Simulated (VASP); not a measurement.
Consider the following.

```
CELL_PARAMETERS angstrom
      4.28570     0.00000     0.00000
      0.00000     4.28570     0.00000
      0.00000     0.00000     4.28570
ATOMIC_POSITIONS crystal
  Cs 0.00000 0.00000 0.00000
  Br 0.50000 0.50000 0.50000
```

All values below come from optB88-vdW, VASP's PBE PAW potentials (set 64) (plane waves; VASP 6.6.1). Settings: 520 eV cut-off, Gaussian smearing of 0.050 eV, potentials Cs_sv Br.

Unless said otherwise, spin-orbit coupling is left out, though it shifts the bands of the heavy elements here.

**Question.** Give the energies of bands 3 to 11 at the high-symmetry points, in eV from the valence-band maximum.

**Answer.** 
```tsv
band	Γ	X	M	R
3	-6.39	-6.77	-6.98	-6.80
4	-6.39	-6.28	-6.98	-6.80
5	-6.39	-6.28	-6.21	-6.80
6	0.00	-1.33	-0.57	-1.19
7	0.00	-0.21	-0.57	-1.19
8	0.00	-0.21	0.00	-1.19
9	4.47	5.87	5.22	8.31
10	4.87	7.26	5.47	8.31
11	4.87	7.76	7.21	8.31
```

The gap is direct, 4.47 eV, from the valence maximum at Γ to the conduction minimum at Γ.

Measured: gap 7.30 eV (computed value off by -2.83 eV), as given by Aguado et al., (1998), arXiv:cond-mat/9809176.

The compound is CsBr in the CsCl type structure. It was relaxed first.
